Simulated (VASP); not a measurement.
OSZICAR of a VASP run on SnTe (rock salt):

### OSZICAR
```
       N       E                     dE             d eps       ncg     rms          rms(c)
DAV:   1     0.970848297015E+02    0.97085E+02   -0.71662E+03  1830   0.107E+03
DAV:   2    -0.339125726202E+00   -0.97424E+02   -0.96008E+02  2020   0.278E+02
DAV:   3    -0.745725868435E+01   -0.71181E+01   -0.69895E+01  2320   0.788E+01
DAV:   4    -0.761157966352E+01   -0.15432E+00   -0.15430E+00  2030   0.126E+01
DAV:   5    -0.761731336636E+01   -0.57337E-02   -0.57337E-02  2378   0.219E+00    0.441E+00
DAV:   6    -0.755814903011E+01    0.59164E-01   -0.14740E-01  2154   0.255E+00    0.278E+00
DAV:   7    -0.755890275832E+01   -0.75373E-03   -0.54653E-02  2214   0.120E+00    0.835E-01
DAV:   8    -0.755930674002E+01   -0.40398E-03   -0.73472E-03  2026   0.757E-01    0.171E-01
DAV:   9    -0.755940871664E+01   -0.10198E-03   -0.58719E-04  2180   0.252E-01    0.376E-02
DAV:  10    -0.755942355219E+01   -0.14836E-04   -0.80776E-05  1906   0.739E-02    0.201E-02
DAV:  11    -0.755943087219E+01   -0.73200E-05   -0.32622E-05  1978   0.440E-02    0.208E-02
DAV:  12    -0.755943052720E+01    0.34499E-06   -0.22473E-06  2056   0.875E-03
   1 F= -.75594305E+01 E0= -.75594305E+01  d E =-.491445E-15
```

### Question
Which electronic solver shows in the log?

### Answer
It is blocked Davidson (ALGO = Normal, or the opening steps of other solvers). The INCAR had ALGO = Normal.

### Question
Can the final energy be trusted as converged?

### Answer
Self-consistency was reached. It stopped with EDIFF = 1E-6, NELM = 100 (PBE GGA, plane waves, VASP's PBE PAW potentials (set 64)).

The compound is SnTe in the rock salt structure, which distorts at low temperature. The cell was not relaxed at this level, atoms are displaced from their ideal sites. The run is one of a series of settings (ENCUT = 275 against the base run), some of them coarse on purpose.
